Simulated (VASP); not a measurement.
These are rev-vdW-DF2, VASP's PBE PAW potentials (set 64) (plane waves; VASP) values and carry that method's errors.

Input for VASP

### KPOINTS
```
Automatic mesh
0
Gamma
11 11 11
0 0 0
```

### INCAR
```
GGA=MK
PREC=Accurate
ZAB_VDW=-1.8867
ENCUT=520
SIGMA=0.05   # width (eV)
SYSTEM=LiH
LASPH=T   # aspherical one-centre terms
AGGAC=0.0
PARAM1=0.1234568
LREAL=F   # projection in real space or not
LWAVE=F
PARAM2=0.7114
ALGO=Normal   # blocked Davidson
LCHARG=F
ISMEAR=0   # Gaussian
NELM=100
EDIFF=1E-7
LUSE_VDW=T
ISIF=2   # forces and stress, cell fixed
```

File POSCAR:
```
LiH
2.0402190
  0.0000000000   1.0000000450   1.0000000450
  1.0000000450   0.0000000000   1.0000000450
  1.0000000450   1.0000000450   0.0000000000
Li H
1 1
Cartesian
  0.0000000000   0.0000000000   0.0000000000
  1.0000000450   1.0000000450   1.0000000450
```

POTCAR, in this order: Li_sv H (PBE.64 set). Program: vasp_std.

The resulting files:

File OSZICAR:
```
       N       E                     dE             d eps       ncg     rms          rms(c)
DAV:   1    -0.132424576759E+01   -0.13242E+01   -0.13891E+03   678   0.587E+02
DAV:   2    -0.562072772546E+01   -0.42965E+01   -0.42965E+01   942   0.677E+01
DAV:   3    -0.570268615251E+01   -0.81958E-01   -0.81958E-01   864   0.829E+00
DAV:   4    -0.570320408642E+01   -0.51793E-03   -0.51793E-03   900   0.639E-01
DAV:   5    -0.570320797542E+01   -0.38890E-05   -0.38890E-05   870   0.401E-02    0.302E+00
DAV:   6    -0.549742360323E+01    0.20578E+00   -0.19768E-01   762   0.201E+00    0.149E+00
DAV:   7    -0.543488448382E+01    0.62539E-01   -0.24241E-01   876   0.245E+00    0.237E-01
DAV:   8    -0.543745840303E+01   -0.25739E-02   -0.70800E-03   810   0.723E-01    0.481E-02
DAV:   9    -0.543741875696E+01    0.39646E-04   -0.30156E-04   972   0.102E-01    0.116E-02
DAV:  10    -0.543741721232E+01    0.15446E-05   -0.11645E-05   840   0.323E-02    0.476E-03
DAV:  11    -0.543741715873E+01    0.53590E-07   -0.12896E-06   810   0.900E-03    0.958E-04
DAV:  12    -0.543741616451E+01    0.99422E-06   -0.68875E-08   630   0.294E-03    0.902E-04
DAV:  13    -0.543741667852E+01   -0.51401E-06   -0.20658E-08   366   0.152E-03    0.855E-05
DAV:  14    -0.543741671219E+01   -0.33672E-07   -0.26112E-09   354   0.546E-04
   1 F= -.54374167E+01 E0= -.54374167E+01  d E =-.739892E-31
```

### OUTCAR
```
------------------------ aborting loop because EDIFF is reached ----------------------------------------
  FORCE on cell =-STRESS in cart. coord.  units (eV):
  Direction    XX          YY          ZZ          XY          YZ          ZX
  --------------------------------------------------------------------------------------
  Total       -0.2039377     -0.2039377     -0.2039377      0.0000000     -0.0000000      0.0000000
  in kB      -19.2374590    -19.2374590    -19.2374590      0.0000000     -0.0000000      0.0000000
  external PRESSURE =     -19.2374590 kB  Pullay stress =       0.0000000 kB
  volume of cell :       16.98
      direct lattice vectors                 reciprocal lattice vectors
     0.000000000  2.040219092  2.040219092    -0.245071719  0.245071719  0.245071719
     2.040219092  0.000000000  2.040219092     0.245071719 -0.245071719  0.245071719
     2.040219092  2.040219092  0.000000000     0.245071719  0.245071719 -0.245071719
  FREE ENERGIE OF THE ION-ELECTRON SYSTEM (eV)
  ---------------------------------------------------
  free  energy   TOTEN  =        -5.4374167122 eV

  energy  without entropy=       -5.4374167122  energy(sigma->0) =       -5.43741671
```
(Selected blocks of OUTCAR.)

The compound is LiH in the rock salt structure. This cell is one point of a volume scan, at 1.06 of the reference volume.
